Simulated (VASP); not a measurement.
A VASP calculation is set up with these files.

**INCAR**
```
ISMEAR  =  0   # Gaussian
NELM  =  100   # most electronic steps
GGA  =  PE
ISIF  =  2
LREAL  =  F
SIGMA  =  0.05
PREC  =  Accurate
LWAVE  =  F
ALGO  =  Normal   # blocked Davidson
SYSTEM  =  CeO2
LMAXMIX  =  6
ENCUT  =  600   # plane-wave cut-off (eV)
LCHARG  =  F
LASPH  =  T
EDIFF  =  1E-7   # SCF stop (eV)
```

**POSCAR**
```
CeO2
3.7474810
  0.0000000000   0.7071068748   0.7071068748
  0.7071068748   0.0000000000   0.7071068748
  0.7071068748   0.7071068748   0.0000000000
Ce O
1 2
Cartesian
  0.0000000000   0.0000000000   0.0000000000
  0.3535534374   0.3535534374   0.3535534374
  1.0606603122   1.0606603122   1.0606603122
```

**KPOINTS**
```
Automatic mesh
0
Gamma
6 6 6
0 0 0
```

POTCAR, in this order: Ce O (PBE.64 set). Program: vasp_std.

### Question
Write an equivalent input for Ansatz.

### Answer
One equivalent input (not run):
Ansatz 0.2 input:
```yaml
crystal:
  lattice:
    - [0.0000000, 2.6498696, 2.6498696]
    - [2.6498696, 0.0000000, 2.6498696]
    - [2.6498696, 2.6498696, 0.0000000]
  atoms:
    - { symbol: Ce, position: [0.0000000, 0.0000000, 0.0000000] }
    - { symbol: O, position: [0.2500000, 0.2500000, 0.2500000] }
    - { symbol: O, position: [0.7500000, 0.7500000, 0.7500000] }
kpoints:
  mp_grid: { grid: [6, 6, 6] }
hamiltonian:
  xc: pbe
  pseudopotentials: { kind: paw }
scf:
  occupations: { method: gaussian, width: 0.05 }
  max_iter: 100
output: { forces: true, stress: true, eigenvalues: true }
```
The two are equivalent in intent, not identical: each code has its own PAW files, so the cut-off isn't converted (ENCUT is set for VASP's; basis.ecutwfc is left out, and Ansatz then takes the one that its files recommend); Ansatz stops its SCF on the density residual and VASP on the energy change (EDIFF).

The compound is CeO2 in the fluorite structure. This cell was strained or had an atom moved on purpose.
